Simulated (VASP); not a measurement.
Computed with revPBE GGA, VASP's PBE PAW potentials (set 64) (plane waves; VASP).

VASP ran on this input.

### KPOINTS
```
Automatic mesh
0
Gamma
14 14 14
0 0 0
```

POSCAR:
```
Mo
1
   -1.5869994522     1.5869994522     1.5869994522
    1.5869994522    -1.5869994522     1.5869994522
    1.5869994522     1.5869994522    -1.5869994522
Mo
1
Direct
  0.0000000000   0.0000000000   0.0000000000
```

INCAR:
```
# general
SYSTEM  = Mo
PREC    = Accurate
ENCUT   = 520
LREAL   = .FALSE.
LASPH   = .TRUE.

# electronic loop
EDIFF   = 1E-6
NELM    = 100
ALGO    = Normal
LMAXMIX = 4

# smearing
ISMEAR  = 1
SIGMA   = 0.1

# functional
GGA     = RE

# ions
IBRION  = 2
NSW     = 60
ISIF    = 3
EDIFFG  = -0.01

# output
LWAVE   = .FALSE.
LCHARG  = .FALSE.
```

POTCAR, in this order: Mo_sv (PBE.64 set). Program: vasp_std.

Output

### OUTCAR
```
 ion  position               nearest neighbor table
   1  0.000  0.000  0.000-
  LATTYP: Found a body centered cubic cell.
 ALAT       =     3.1739989044
 Subroutine PRICEL returns:
 Original cell was already a primitive cell.
 Subroutine GETGRP returns: Found 48 space group operations
The static configuration has the point symmetry O_h .
The dynamic configuration has the point symmetry O_h .
 Subroutine INISYM returns: Found 48 space group operations
 Subroutine IBZKPT returns following result:
 Found    104 irreducible k-points:

 Following reciprocal coordinates:
            Coordinates               Weight
  0.000000  0.000000  0.000000      1.000000
  0.071429  0.000000  0.000000     12.000000
  0.142857  0.000000  0.000000     12.000000
  0.214286  0.000000  0.000000     12.000000
  0.285714  0.000000  0.000000     12.000000
  0.357143  0.000000  0.000000     12.000000
  0.428571  0.000000  0.000000     12.000000
  0.500000  0.000000  0.000000      6.000000
  0.071429  0.071429  0.000000     24.000000
  0.142857  0.071429 -0.000000     48.000000
...
```

### OSZICAR
```
       N       E                     dE             d eps       ncg     rms          rms(c)
DAV:   1     0.923722589867E+02    0.92372E+02   -0.83873E+03  2304   0.131E+03
DAV:   2    -0.977190501387E+01   -0.10214E+03   -0.98690E+02  2492   0.342E+02
DAV:   3    -0.111170282394E+02   -0.13451E+01   -0.13335E+01  2647   0.397E+01
DAV:   4    -0.111203997983E+02   -0.33716E-02   -0.33712E-02  2501   0.240E+00
DAV:   5    -0.111204194200E+02   -0.19622E-04   -0.19623E-04  2684   0.174E-01    0.136E+01
DAV:   6    -0.105520545745E+02    0.56836E+00   -0.10367E+00  2444   0.123E+01    0.363E+00
DAV:   7    -0.104729681186E+02    0.79086E-01   -0.22630E-01  2636   0.541E+00    0.102E+00
DAV:   8    -0.104699268872E+02    0.30412E-02   -0.44062E-03  2402   0.969E-01    0.196E-01
DAV:   9    -0.104700280198E+02   -0.10113E-03   -0.15544E-04  2700   0.176E-01    0.750E-02
DAV:  10    -0.104700421177E+02   -0.14098E-04   -0.16188E-05  2423   0.533E-02    0.104E-02
DAV:  11    -0.104700422096E+02   -0.91935E-07   -0.47312E-07  1654   0.726E-03
   1 F= -.10470042E+02 E0= -.10469835E+02  d E =-.104700E+02
       N       E                     dE             d eps       ncg     rms          rms(c)
DAV:   1    -0.104755692618E+02   -0.55271E-02   -0.14102E-01  2369   0.535E+00    0.763E-01
DAV:   2    -0.104701813779E+02    0.53879E-02   -0.11593E-02  2351   0.135E+00    0.136E-01
DAV:   3    -0.104698255427E+02    0.35584E-03   -0.15528E-03  2497   0.487E-01    0.111E-01
DAV:   4    -0.104698521405E+02   -0.26598E-04   -0.28336E-05  2383   0.636E-02    0.452E-03
DAV:   5    -0.104698517637E+02    0.37690E-06   -0.13342E-06  1750   0.144E-02
   2 F= -.10469852E+02 E0= -.10469655E+02  d E =0.190446E-03
       N       E                     dE             d eps       ncg     rms          rms(c)
DAV:   1    -0.104731691558E+02   -0.33170E-02   -0.76917E-02  2360   0.395E+00    0.579E-01
DAV:   2    -0.104702433295E+02    0.29258E-02   -0.61482E-03  2345   0.990E-01    0.102E-01
DAV:   3    -0.104700377904E+02    0.20554E-03   -0.90169E-04  2473   0.372E-01    0.885E-02
DAV:   4    -0.104700697016E+02   -0.31911E-04   -0.14979E-05  2377   0.463E-02    0.445E-03
DAV:   5    -0.104700700541E+02   -0.35246E-06   -0.17233E-06  2039   0.165E-02
   3 F= -.10470070E+02 E0= -.10469866E+02  d E =-.278444E-04
```

### OUTCAR
```
------------------------ aborting loop because EDIFF is reached ----------------------------------------
  FORCE on cell =-STRESS in cart. coord.  units (eV):
  Direction    XX          YY          ZZ          XY          YZ          ZX
  --------------------------------------------------------------------------------------
  Total        0.0012461      0.0012461      0.0012461      0.0000000      0.0000000     -0.0000000
  in kB        0.1246924      0.1246924      0.1246924      0.0000000      0.0000000     -0.0000000
  external PRESSURE =       0.1246924 kB  Pullay stress =       0.0000000 kB
  volume of cell :       16.01
      direct lattice vectors                 reciprocal lattice vectors
    -1.587778198  1.587778198  1.587778198     0.000000000  0.314905445  0.314905445
     1.587778198 -1.587778198  1.587778198     0.314905445  0.000000000  0.314905445
     1.587778198  1.587778198 -1.587778198     0.314905445  0.314905445  0.000000000
 POSITION                                       TOTAL-FORCE (eV/Angst)
 -----------------------------------------------------------------------------------
      0.00000      0.00000     -0.00000        -0.000000      0.000000     -0.000000
 -----------------------------------------------------------------------------------
    total drift:                               -0.000000     -0.000000      0.000000
  FREE ENERGIE OF THE ION-ELECTRON SYSTEM (eV)
  ---------------------------------------------------
  free  energy   TOTEN  =       -10.4700700541 eV

  energy  without entropy=      -10.4694578303  energy(sigma->0) =      -10.46986598

 reached required accuracy - stopping structural energy minimisation
```
(Selected blocks of OUTCAR.)

CONTCAR:
```
Mo
   1.00000000000000
    -1.5877781978341428    1.5877781978341428    1.5877781978341428
     1.5877781978341428   -1.5877781978341428    1.5877781978341428
     1.5877781978341428    1.5877781978341428   -1.5877781978341428
  Mo
     1
Direct
     0.0000000000000000    0.0000000000000000    0.0000000000000000
```

The compound is Mo in the bcc structure. This run relaxes it. Symmetry was kept, so distortions that lower it aren't found. The start is the result of an earlier pass.
